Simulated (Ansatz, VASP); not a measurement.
# GaCuSe2: VASP beside Ansatz

One calculation is typed for both programs; each brings its own data sets. How far apart do they land? The cell is taken from a series of runs on this material, whose earlier steps may have relaxed, scaled, displaced or heated it; both programs get it as it stands.

Main program and level: Ansatz 0.2.0; plane waves, with VASP 6.6.1 beside it; G0W0 gap at PBEsol.

In doubt: one-shot GW on d or f shells is unsure, so the values of those runs are not to be relied on.

## (1) The structure

Symmetry: I-42d, No. 122, tetragonal system. The conventional cell has a = 5.619 Å, b = 5.619 Å, c = 11.026 Å, α = 90.00°, β = 90.00°, γ = 90.00°. Ga has 4 Se at 2.42 Å nearest. Nearest to Cu lie 4 Se at 2.42 Å. Nearest to Se lie 2 Ga at 2.42 Å and 2 Cu at 2.42 Å. Farther neighbours and most contacts between anions are not listed.

## (2) Ansatz: G0W0 gap, PBEsol

Ansatz runs on its PAW soft_1 files.

Quasiparticle shifts depend on high empty states and on the cores, so they are the hardest test of two PAW sets.

The input, input.yaml:

```yaml
crystal:
  lattice:
    - [-2.80955, 2.80955, 5.513]
    - [2.80955, -2.80955, 5.513]
    - [2.80955, 2.80955, -5.513]
  atoms:
    - { symbol: Ga, position: [0.5, 0.5, 0.0] }
    - { symbol: Ga, position: [0.25, 0.75, 0.5] }
    - { symbol: Cu, position: [0.0, 0.0, 0.0] }
    - { symbol: Cu, position: [0.75, 0.25, 0.5] }
    - { symbol: Se, position: [0.375, 0.37562, 0.50062] }
    - { symbol: Se, position: [0.62438, 0.125, 0.99938] }
    - { symbol: Se, position: [0.875, 0.87438, 0.49938] }
    - { symbol: Se, position: [0.12562, 0.625, 0.00062] }
kpoints:
  mp_grid: { grid: [4, 4, 4] }
hamiltonian:
  xc: pbesol
  pseudopotentials: { kind: paw, azcp: { folder: soft_1 }, xc_functional: pbe }
scf:
  occupations: { method: fixed }
gw:
  n_empty_bands: 395
  ecut_chi: 100
  qp_bands: [v2, c2]
  qp_kpoints: band_edges
  screening: { model: contour_deformation }
```

On the command line:

```bash
> ansatz run input.yaml --threads 2 --pin off --max-ram 73728MiB --backend cuda --events-out ev --progress --plain --runs-dir out --devices 1 --max-vram 13GiB
```

Numbers of over 12 decimals in the logs are rounded to 6 here.

Log:

```text
GPUs: using 1 of 1 available (devices: 1).
Engine: ansatz 0.2.0, x86_64-unknown-linux-gnu
Pseudopotentials: kind: paw
Pseudopotential: Ga, paw, valence charge 13, recommended cutoff 420 eV (normal), soft_1/Ga.paw.azcp
Pseudopotential: Cu, paw, valence charge 19, recommended cutoff 420 eV (normal), soft_1/Cu.paw.azcp
Pseudopotential: Se, paw, valence charge 16, recommended cutoff 420 eV (normal), soft_1/Se.paw.azcp
Functional definition: PBEsol
  exchange = pbesol_x
  correlation = pbesol_c
device memory: the entry about to start is reckoned to put 3.1 GiB on a device that reports 47.0 GiB free (of which the cap on the GPU budget leaves the run 13.0 GiB)
GPU FFT provider: cuFFT
GPU libraries: cuBLAS 13.8.2, cuFFT 12.4.0, cuSOLVER 12.3.4
Crystal: 8 atoms, lattice volume = 174.069 Å³
Basis set: ecut = 420 eV, 3451 PW (Γ)
Bands: 77, of which v1, the nominal top of the filled ones, is band 64 counted from 1 (63 counted from 0)
Symmetry: 8 space group operations
Space group: I-42d (ITA 122), of the structure as read, at distance tolerance 5.6e-5 Å
k-points: 13 of 64 (time reversal used)
Non-local potential: Ga, projectors of the file, l = 0: 2, l = 1: 2, l = 2: 3, l = 3: 1
Non-local potential: Cu, projectors of the file, l = 0: 3, l = 1: 2, l = 2: 3, l = 3: 1
Non-local potential: Se, projectors of the file, l = 0: 2, l = 1: 2, l = 2: 3, l = 3: 1
PAW form: soft (Blöchl's): semilocal exchange-correlation on the pseudo side does not see the compensation charge
PAW frozen core: Ga, regenerated for the run's functional, and the local potential with it (the file was generated under x = pbe(κ = 0.804, μ = 0.219515), c = pbe(β = 0.066725))
PAW frozen core: Cu, regenerated for the run's functional, and the local potential with it (the file was generated under x = pbe(κ = 0.804, μ = 0.219515), c = pbe(β = 0.066725))
PAW frozen core: Se, regenerated for the run's functional, and the local potential with it (the file was generated under x = pbe(κ = 0.804, μ = 0.219515), c = pbe(β = 0.066725))
PAW one-centre angular grid: Ga, 590 points (default); XC on 64 Gauss nodes
PAW one-centre angular grid: Cu, 590 points (default); XC on 64 Gauss nodes
PAW one-centre angular grid: Se, 590 points (default); XC on 64 Gauss nodes
Initial density: superposition of atomic densities (chi_scale 0.1, normalization cell, long waves kept (reshape's long-wave potential 0.00 eV rms))
Initial wavefunctions: pseudopotential atomic-orbital guess
GPU buffer pool allocated for 110592 grid points (all kernels)
GPU transforms: local potential and band sums: pruned to the plane-wave sphere, on 45×45×45
Functional: x = pbesol(κ = 0.804, μ = 0.123457), c = pbesol(β = 0.046)
SCF iter   1: F=—  HF=-42365.548098 eV  |F-HF|=—  |Δ(HF+E_count)|=         —  Δρ=5.36e-2  dr2=3.77e0  ethr=3.10e-3  ⟨swp⟩=4.5  Hψ=2819  notcnv=0  defer=130
preconditioner: auto → Resta (q_TF=auto, 2.592 Å⁻¹)  ε∞=4.5  [insulator: Δε(μ)=0.457 eV  Ē_g=12.831 eV  n_scr=60 (ndim 8)  ℏωp=23.9 eV  f_vac=0.054  ε∞_Penn≈4.5]
SCF iter   2: F=—  HF=-42364.777838 eV  |F-HF|=—  |Δ(HF+E_count)|=   7.70e-1  Δρ=4.10e-2  dr2=1.56e0  ethr=2.94e-3  ⟨swp⟩=2.7  Hψ=1783  notcnv=0  defer=102
SCF iter   3: F=—  HF=-42364.677709 eV  |F-HF|=—  |Δ(HF+E_count)|=   1.00e-1  Δρ=2.71e-2  dr2=9.54e-1  ethr=1.22e-3  ⟨swp⟩=2.0  Hψ=2024  notcnv=0  defer=134
SCF iter   4: F=—  HF=-42364.420694 eV  |F-HF|=—  |Δ(HF+E_count)|=   2.57e-1  Δρ=9.54e-3  dr2=9.65e-2  ethr=7.45e-4  ⟨swp⟩=2.0  Hψ=1368  notcnv=0  defer=136
SCF iter   5: F=—  HF=-42364.421291 eV  |F-HF|=—  |Δ(HF+E_count)|=   5.97e-4  Δρ=3.33e-3  dr2=1.26e-2  ethr=7.54e-5  ⟨swp⟩=2.0  Hψ=1405  notcnv=0  defer=141
SCF iter   6: F=—  HF=-42364.418328 eV  |F-HF|=—  |Δ(HF+E_count)|=   2.96e-3  Δρ=8.46e-4  dr2=1.53e-3  ethr=9.84e-6  ⟨swp⟩=2.0  Hψ=1403  notcnv=0  defer=143
SCF iter   7: F=—  HF=-42364.418988 eV  |F-HF|=—  |Δ(HF+E_count)|=   6.60e-4  Δρ=5.64e-4  dr2=5.82e-4  ethr=1.20e-6  ⟨swp⟩=2.0  Hψ=1402  notcnv=0  defer=143
SCF iter   8: F=—  HF=-42364.419114 eV  |F-HF|=—  |Δ(HF+E_count)|=   1.26e-4  Δρ=1.79e-4  dr2=3.30e-5  ethr=4.55e-7  ⟨swp⟩=2.0  Hψ=1646  notcnv=0  defer=143
SCF iter   9: F=—  HF=-42364.419138 eV  |F-HF|=—  |Δ(HF+E_count)|=   2.34e-5  Δρ=3.54e-5  dr2=1.81e-6  ethr=2.57e-8  ⟨swp⟩=2.0  Hψ=1265  notcnv=0  defer=92
SCF iter  10: F=—  HF=-42364.419140 eV  |F-HF|=—  |Δ(HF+E_count)|=   2.38e-6  Δρ=9.61e-6  dr2=1.17e-7  ethr=1.41e-9  ⟨swp⟩=2.0  Hψ=1322  notcnv=0  defer=92
SCF iter  11: F=-42364.419140 eV  HF=-42364.419140 eV  |F-HF|=4.67e-9  |Δ(HF+E_count)|=   7.33e-8  Δρ=1.62e-6  dr2=3.52e-9  ethr=7.81e-11  ⟨swp⟩=9.2  Hψ=3986  notcnv=0
SCF 1 converged in 11 iterations: F = -42364.419140 eV  dr2 = 3.52e-9
  greatest PAW one-centre occupation: 1.000 electrons in one spin orbital (limit 2), on the Cu atom at site 3 (counted from 0), in its partial waves of l = 0
device memory: the entry about to start is reckoned to put 3.8 GiB (of the 3.9 GiB reckoned in all, the device holds 0.1 GiB already) on a device that reports 46.8 GiB free (of which the cap on the GPU budget leaves the run 12.9 GiB)
NSCF: frozen V_eff on 13 k-points
the band table was solved once the SCF had ended and its energy, with any forces and stress, was formed, with the checks that follow a solve (3565 applications of the Hamiltonian). They found nothing against the state; the energy, forces and stress were not computed again (output.eigenvalues in the input reference)
device memory: the entry about to start is reckoned to put 4.6 GiB on a device that reports 46.6 GiB free (of which the cap on the GPU budget leaves the run 13.0 GiB)
NSCF: frozen V_eff on 13 k-points
G₀W₀ screening: q 1/13
[... further progress lines ...]
device memory: the entry about to start is reckoned to put 1.3 GiB on a device that reports 45.4 GiB free (of which the cap on the GPU budget leaves the run 13.0 GiB)
NSCF: frozen V_eff on 1 k-points
device memory: the entry about to start is reckoned to put 1.3 GiB on a device that reports 45.7 GiB free (of which the cap on the GPU budget leaves the run 13.0 GiB)
NSCF: frozen V_eff on 1 k-points
SCF converged after 11 iterations
Free energy (F): -42364.419140 eV
Harris-Foulkes:  -42364.419140 eV  (|F-HF|=4.67e-9)
Internal energy: -42364.419140 eV  (E = F + TS)
E sigma→0 (E₀):  -42364.419140 eV
Fermi energy:    8.384553 eV
--- Per-component energies (eV) ---
  E_band       = -2672.601551
  E_kinetic    = 1189.369153
  E_local      = -25675.787426  (includes V_loc(G=0)·N_el)
  E_nonlocal   = 204.958046
  E_hartree    = 12664.073261
  E_xc         = -598.471091
  E_vxc        = -647.877964  (∫ρ·V_xc dr)
  E_paw        = -15818.628073  (= ΣΔE_a)
  E_vpaw       = -3071.406336  (= ΣTr[D̂ρ^β])
  E_aug_tail   = 0.000000  (compensation charges beyond the density's cutoff)
  E_ewald      = -14336.105182
  E_core_change = 6.172171  (= ΣΔE_core)
  E_smearing   = -0.000000  (= −TS)
  E_closure    = 0.000000  (closes the sum)
  Σ components = -42364.419140   (vs F -42364.419140, Δ=0.00e0)
--- Band table (eV; the first three rows and the last of 13) ---
  k-point 0: bands = [... 60 lower, 6.8244, 8.2555, 8.2555, 8.3846, 8.5420, 10.1907, 10.6104, 12.3336, ... 9 higher]
  k-point 1: bands = [... 60 lower, 7.0682, 7.1256, 7.7391, 8.0977, 10.0528, 10.5579, 11.5298, 11.8977, ... 9 higher]
  k-point 2: bands = [... 60 lower, 7.5550, 7.5550, 7.8757, 7.8757, 9.5218, 9.5218, 11.6451, 11.6451, ... 9 higher]
  k-point 12: bands = [... 60 lower, 7.1348, 7.1348, 7.4596, 7.4596, 10.2218, 10.2218, 10.2493, 10.2493, ... 9 higher]
--- G₀W₀: contour deformation, 9 samples at zero and on the imaginary axis and 2 off it, 64 q-points, 395 empty bands' worth ---
  eigenvalues of the whole cell's RPA ε∞ on this k-mesh (on a slab, of 1 + 4πα/V) = 82.8211, 82.8211, 419.5056; static W/v taken at q = 0 is 0.007070
  bands read: the sum over 459 bands ends inside a degenerate multiplet in 4 slots, whose members it reads at an even weight; the widest, k=2: bands 459 to 460 (counted from 1) at 1/2 each
  gw.qp_kpoints: band_edges: 8 of 13 stored k-points solved, in 1 pass; an edge of the gap read off the rows below is read off those points alone
    valence top: of the k-points left out ik 8 came nearest to being solved in a further pass, in band 64 (counted from 1, as in the quasiparticle table): it holds the edge there only if its correction is more favourable than any solved in that band by at least 0.530 eV; those differ by 0.032 eV
    conduction bottom: of the k-points left out ik 7 came nearest to being solved in a further pass, in band 66 (counted from 1, as in the quasiparticle table): it holds the edge there only if its correction is more favourable than any solved in that band by at least 1.192 eV; those differ by 0.214 eV
    ik  band        ε_KS         Σx   Σc(E_QP)       V_xc       Z   E_QP_lin       E_QP  E_QP is
     0    63      8.2555   -30.9554     4.4389   -26.2543  0.6701     7.9858     7.9933  root
     0    64      8.3846   -31.4017     4.5417   -26.5987  0.6691     8.1159     8.1234  root
     0    65      8.5420   -11.1908    -3.4568   -15.0265  0.7288     8.9397     8.9209  root
     0    66     10.1907    -9.7193    -3.3389   -13.1860  0.7272    10.3206    10.3185  root
     1    63      7.7391   -33.6672     5.6782   -27.7165  0.6451     7.4579     7.4666  root
     1    64      8.0977   -31.2533     4.6933   -26.2836  0.6655     7.8126     7.8213  root
     1    65     10.0528   -12.5120    -3.4722   -16.3274  0.7127    10.4109    10.3960  root
     1    66     10.5579   -11.6854    -3.5198   -15.4844  0.7153    10.8463    10.8371  root
     2    63      7.8757   -32.6966     5.3339   -27.0697  0.6544     7.5725     7.5826  root
     2    64      7.8757   -32.6966     5.3339   -27.0697  0.6544     7.5725     7.5826  root
     2    65      9.5218   -11.7107    -3.4591   -15.5120  0.7217     9.8787     9.8641  root
     2    66      9.5218   -11.7107    -3.4591   -15.5120  0.7217     9.8787     9.8641  root
     3    63      7.7619   -31.9865     5.0706   -26.6475  0.6554     7.4853     7.4935  root
     3    64      8.1384   -31.6908     4.8207   -26.6004  0.6630     7.8605     7.8687  root
     3    65      9.9569   -13.2118    -3.2293   -16.7610  0.7138    10.2891    10.2768  root
     3    66     10.9056   -12.0360    -3.6769   -16.0278  0.7084    11.2328    11.2205  root
     6    63      7.9135   -32.4251     5.1255   -27.0202  0.6574     7.6251     7.6342  root
     6    64      7.9605   -32.2714     5.1001   -26.8943  0.6576     7.6747     7.6835  root
     6    65      9.6879   -11.2204    -3.5958   -15.1622  0.7216    10.0491    10.0339  root
     6    66     10.4677   -12.1075    -3.4974   -15.9023  0.7134    10.7755    10.7651  root
     9    63      7.3158   -35.4553     6.3274   -28.8627  0.6298     7.0423     7.0506  root
     9    64      7.9405   -31.9636     5.0041   -26.6842  0.6586     7.6567     7.6653  root
     9    65     10.2886   -12.8899    -3.4251   -16.6451  0.7109    10.6323    10.6187  root
     9    66     10.4832   -11.6826    -3.5191   -15.4784  0.7148    10.7687    10.7599  root
    11    63      7.4778   -34.3383     5.9194   -28.1554  0.6381     7.2064     7.2144  root
    11    64      7.4778   -34.3383     5.9194   -28.1554  0.6381     7.2064     7.2144  root
    11    65     10.2729   -12.3185    -3.5510   -16.2083  0.7133    10.6263    10.6116  root
    11    66     10.2729   -12.3185    -3.5510   -16.2083  0.7133    10.6263    10.6116  root
    12    63      7.4596   -34.9134     6.1501   -28.4768  0.6365     7.1631     7.1730  root
    12    64      7.4596   -34.9134     6.1501   -28.4768  0.6365     7.1631     7.1730  root
    12    65     10.2218   -13.5952    -3.1213   -16.9991  0.7118    10.5135    10.5044  root
    12    66     10.2218   -13.5952    -3.1213   -16.9991  0.7118    10.5135    10.5044  root
```

(Continued in part 2 of 2.)

[Lines on the potential files, build, host, timing and source positions are cut from VASP's logs without a mark.]

[Logs are printed without paths, hosts, clocks, repeated set-up lines and the standing remarks that a program may print on its own settings, such as how far it seeks lower states.]

[Hosts, paths, dates, database ids (printed as entryN), source tags and the programs' standing remarks are cut or masked in the printed files.]
